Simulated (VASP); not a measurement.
BBi (relaxed from the NiAs type structure, space group P6_3/mmc) relaxed at rising pressure, in one space group throughout; other phases were not tried. The pressures are those reached. Computed with PBEsol GGA, VASP's PBE PAW potentials (set 64) (plane waves; VASP).

| P (GPa) | V (Å³/atom) | k-mesh |
|---|---|---|
| 0.04 | 18.115 | 10×10×5 |
| 4.98 | 17.109 | 10×10×5 |
| 10.18 | 16.304 | 10×10×5 |
| 20.02 | 15.273 | 10×10×5 |
| 29.95 | 14.536 | 11×11×5 |

A change of mesh leaves a small step in the series.

Task: Fit an equation of state and predict the volume at 45.01 GPa.

Result: Least squares on the third-order Birch-Murnaghan form, P = (3B0/2)(y⁷ − y⁵)[1 + (3/4)(B′ − 4)(y² − 1)] with y = (V0/V)^(1/3), gives V0 = 18.140 Å³/atom, B0 = 69 GPa and B′ = 6.1, and so 13.709 Å³/atom. The run gave 13.610 Å³/atom, -0.7 % from the fit.

Pressures at which the relaxation failed are left out.

The structure was generated: BBi was put into the NiAs type type (P6_3/mmc), which need not be its known phase.
